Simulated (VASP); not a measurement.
Given:

```xyz
3
Lattice="4.0085 0.0000 0.0000 -2.0043 3.4715 0.0000 0.0000 0.0000 4.8166" Properties=species:S:1:pos:R:3 pbc="T T T"
Ca     4.0085     0.0000     4.8166
Ge     2.0043     1.1572     2.9188
Ge     0.0000     2.3143     1.8977
```

The numbers are results of PBEsol GGA, VASP's PBE PAW potentials (set 64) (plane waves; VASP), not measurements. Run with 400 eV cut-off, Gaussian smearing of 0.050 eV, potentials Ca_sv Ge_d.

Give the energies of bands 16 to 22 at the high-symmetry points, in eV from the Fermi level.

```tsv
band	Γ	M	K	A	L	H
16	-4.98	-8.51	-9.06	-6.82	-8.13	-9.02
17	-2.24	-3.43	-5.14	-0.93	-3.82	-4.56
18	-1.51	-2.73	-2.17	-0.93	-2.98	-2.98
19	-1.51	-0.91	-2.17	-0.10	-2.95	-2.98
20	0.43	-0.16	1.48	0.63	0.51	0.60
21	2.33	0.97	1.48	0.63	2.05	2.69
22	2.33	1.72	3.05	1.75	2.79	2.69
```

It has no gap at this level: it comes out as a metal or semimetal.

The structure comes from a computed database's CaGe2 entry (P-3m1); how it stands against other phases isn't given here. It was relaxed first.
